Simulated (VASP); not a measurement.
Data:

```xyz
4
Lattice="3.4905 0.0000 0.0000 0.0000 3.4905 0.0000 0.0000 0.0000 3.4905" Properties=species:S:1:pos:R:3 pbc="T T T"
Fe     0.0000     0.0000     0.0000
Ni     0.0000     1.7453     1.7453
Ni     1.7453     0.0000     1.7453
Ni     1.7453     1.7453     0.0000
```
Starting moments (μB, in the order of the record's atoms Fe Ni Ni Ni): 2.9 0.7 0.7 0.7.

All values below come from revTPSS meta-GGA, VASP's PBE PAW potentials (set 64) (plane waves; VASP). Settings: 520 eV cut-off, 10×10×10 Γ-centred mesh, tetrahedra with Blöchl corrections, potentials Fe Ni.

Question: Give the spin-up energies of bands 11 to 24 at the high-symmetry points, in eV from the Fermi level.

Answer: 
| band | Γ | X | M | R |
|---|---|---|---|---|
| 11 | -1.83 | -2.82 | -3.16 | -2.79 |
| 12 | -1.83 | -2.23 | -3.16 | -2.79 |
| 13 | -0.93 | -2.10 | -2.98 | -1.02 |
| 14 | -0.93 | -2.10 | -2.08 | -1.02 |
| 15 | -0.88 | -1.84 | -1.97 | -0.92 |
| 16 | -0.79 | -1.84 | -1.97 | -0.92 |
| 17 | -0.79 | -1.74 | -1.87 | -0.92 |
| 18 | -0.79 | -1.68 | -1.87 | -0.88 |
| 19 | -0.70 | -1.55 | -1.66 | -0.88 |
| 20 | -0.70 | -1.14 | -1.60 | -0.88 |
| 21 | -0.70 | -0.79 | 0.73 | -0.74 |
| 22 | 2.17 | -0.70 | 0.73 | -0.74 |
| 23 | 2.17 | 7.67 | 0.77 | -0.74 |
| 24 | 2.17 | 7.67 | 0.78 | -0.61 |

Question: Give the spin-down energies of bands 11 to 24 at the high-symmetry points, in eV from the Fermi level.

Answer: 
| band | Γ | X | M | R |
|---|---|---|---|---|
| 11 | -0.70 | -1.60 | -2.33 | -1.52 |
| 12 | -0.70 | -1.40 | -1.82 | -1.52 |
| 13 | -0.03 | -1.02 | -1.39 | -0.71 |
| 14 | 0.34 | -1.02 | -1.39 | -0.64 |
| 15 | 0.34 | -0.97 | -1.32 | -0.64 |
| 16 | 0.34 | -0.51 | -0.89 | -0.64 |
| 17 | 1.12 | -0.14 | -0.68 | 0.09 |
| 18 | 1.12 | -0.14 | 0.18 | 0.09 |
| 19 | 1.34 | 0.34 | 0.18 | 0.09 |
| 20 | 1.34 | 0.63 | 0.52 | 0.84 |
| 21 | 1.34 | 0.71 | 1.49 | 0.84 |
| 22 | 2.25 | 1.31 | 1.49 | 0.84 |
| 23 | 2.25 | 8.09 | 2.53 | 1.28 |
| 24 | 2.25 | 8.09 | 2.53 | 1.28 |

It has no gap at this level: it comes out as a metal or semimetal.

The compound is Ni3Fe in the L1_2 structure. It was relaxed first.
